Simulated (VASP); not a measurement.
```
Al35N35Si
1.0
    4.69327    -8.12898     0.00000
    4.69327     8.12898     0.00000
    0.00000     0.00000    10.01920
Al N Si
35 35 1
Direct
  0.22063   0.11280   0.24990
  0.11168   0.22338   0.99380
  0.22207   0.11088   0.74879
  0.12534   0.24931   0.49708
  0.21673   0.44141   0.25812
  0.11189   0.55473   0.99392
  0.22502   0.44559   0.73459
  0.12534   0.54218   0.49720
  0.22063   0.77419   0.25001
  0.11222   0.88926   0.00052
  0.22216   0.77753   0.74887
  0.11115   0.88871   0.49892
  0.55542   0.11091   0.25266
  0.44480   0.22218   0.00107
  0.55555   0.11100   0.74860
  0.44083   0.22518   0.49945
  0.55175   0.44645   0.25244
  0.44257   0.55451   0.99632
  0.55979   0.44512   0.75102
  0.55168   0.77163   0.25246
  0.44478   0.88906   0.00116
  0.55963   0.78099   0.75097
  0.44095   0.88217   0.49951
  0.89095   0.11217   0.25151
  0.77758   0.22206   0.00050
  0.88965   0.11129   0.74866
  0.78104   0.22370   0.49875
  0.89101   0.44517   0.25151
  0.77777   0.55477   0.00178
  0.88991   0.44479   0.74876
  0.77788   0.55713   0.50064
  0.88882   0.77760   0.25043
  0.77756   0.88931   0.00177
  0.89009   0.77827   0.75051
  0.77778   0.88705   0.50054
  0.21967   0.11008   0.43987
  0.10848   0.21810   0.18270
  0.22395   0.11039   0.94035
  0.10885   0.21696   0.69510
  0.10868   0.55669   0.18289
  0.22330   0.44478   0.93292
  0.10899   0.55826   0.69511
  0.21978   0.77592   0.43988
  0.11128   0.88882   0.19108
  0.22398   0.77996   0.94043
  0.11161   0.88896   0.69105
  0.55391   0.11021   0.44362
  0.44493   0.22272   0.19273
  0.55528   0.11090   0.94133
  0.44526   0.22293   0.69143
  0.55357   0.45174   0.44457
  0.44265   0.55448   0.18543
  0.55662   0.44338   0.94181
  0.45875   0.56250   0.69552
  0.55345   0.76822   0.44453
  0.44492   0.88864   0.19275
  0.55646   0.77959   0.94176
  0.44536   0.88888   0.69146
  0.88582   0.10656   0.44141
  0.77703   0.22173   0.19174
  0.88655   0.10998   0.94041
  0.77731   0.22191   0.69114
  0.88596   0.44572   0.44148
  0.77598   0.55486   0.19261
  0.88674   0.44310   0.94046
  0.78011   0.55684   0.69217
  0.88961   0.77795   0.44127
  0.77594   0.88741   0.19260
  0.88913   0.77780   0.94251
  0.77991   0.88948   0.69208
  0.40924   0.53769   0.50957
```
Cell charge -2.

All values below come from PBE GGA, VASP's PBE PAW potentials (set 64) (plane waves; VASP 6.6.1). Numerical set-up: PREC = Normal, LREAL = Auto, ISYM = 0, NELECT = 286.0, 400 eV cut-off, 1×1×1 Γ-centred mesh, Gaussian smearing of 0.050 eV, potentials Al N Si. Starting moments (MAGMOM): 71*0.0282. The cell's moment is fixed (NUPDOWN = 2).

At this cut-off the stress carries a Pulay error, which pulls relaxed volumes low. The cell is charged, with a uniform compensating background.  The supercell is sampled at Γ alone, which is coarse: total energies, pressure and levels can be off, energies of defects by several tenths of an eV.

Task: Predict the cell moment, energy per atom (σ→0), pressure.

Result: 
```json
{
 "cell_moment": "2.00 μB",
 "energy per atom (σ→0)": "-7.041 eV/atom",
 "pressure": "1.12 GPa"
}
```

Task: Give the moment on each site (PAW-sphere projection).

Result: 
| site | moment (μB) |
|---|---|
| Al1 | 0.00 |
| Al2 | 0.00 |
| Al3 | 0.00 |
| Al4 | 0.09 |
| Al5 | 0.01 |
| Al6 | 0.00 |
| Al7 | 0.00 |
| Al8 | 0.09 |
| Al9 | 0.00 |
| Al10 | 0.00 |
| Al11 | 0.00 |
| Al12 | 0.00 |
| Al13 | 0.00 |
| Al14 | 0.00 |
| Al15 | 0.00 |
| Al16 | 0.00 |
| Al17 | 0.00 |
| Al18 | 0.00 |
| Al19 | 0.00 |
| Al20 | 0.00 |
| Al21 | 0.00 |
| Al22 | 0.00 |
| Al23 | 0.00 |
| Al24 | 0.00 |
| Al25 | 0.00 |
| Al26 | 0.00 |
| Al27 | 0.00 |
| Al28 | 0.00 |
| Al29 | 0.00 |
| Al30 | 0.00 |
| Al31 | 0.01 |
| Al32 | 0.00 |
| Al33 | 0.00 |
| Al34 | 0.00 |
| Al35 | 0.01 |
| N36 | 0.05 |
| N37 | 0.00 |
| N38 | 0.00 |
| N39 | 0.03 |
| N40 | 0.00 |
| N41 | 0.00 |
| N42 | 0.03 |
| N43 | 0.05 |
| N44 | 0.00 |
| N45 | 0.00 |
| N46 | 0.00 |
| N47 | 0.00 |
| N48 | 0.00 |
| N49 | 0.00 |
| N50 | 0.00 |
| N51 | 0.08 |
| N52 | 0.02 |
| N53 | 0.00 |
| N54 | 0.00 |
| N55 | 0.08 |
| N56 | 0.00 |
| N57 | 0.00 |
| N58 | 0.00 |
| N59 | 0.05 |
| N60 | 0.00 |
| N61 | 0.00 |
| N62 | 0.00 |
| N63 | 0.05 |
| N64 | 0.00 |
| N65 | 0.00 |
| N66 | 0.00 |
| N67 | 0.00 |
| N68 | 0.00 |
| N69 | 0.00 |
| N70 | 0.00 |
| Si71 | 0.13 |

Total energies compare only between runs with the same potentials, cut-off and functional.

The cell is a supercell with a defect, built from AlN (wurtzite): Si_Al-vac_N, charge -2.
